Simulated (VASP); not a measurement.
Input:

```
Sc
1.0
    2.90862     0.00000     0.00000
    0.00000     2.90862     0.00000
    0.00000     0.00000     2.90862
Sc
1
Cartesian
  0.00000   0.00000   0.00000
```

Method: PBEsol GGA, VASP's PBE PAW potentials (set 64) (plane waves; VASP). Run with 400 eV cut-off, 14×14×14 Γ-centred mesh, tetrahedra with Blöchl corrections, potentials Sc_sv.

Question: What does the run give for the energy per atom (σ→0), band gap (on the k-mesh) with the smallest direct gap where there is one?

Answer: 
```json
{
  "band gap (on the k-mesh)": "none (metal, semimetal or under 0.01 eV)",
  "energy per atom (σ→0)": "-5.837 eV/atom"
}
```

The structure was generated: Sc was put into the simple-cubic type (Pm-3m), which need not be its known phase. It was relaxed first, which changed the volume by -12 %.
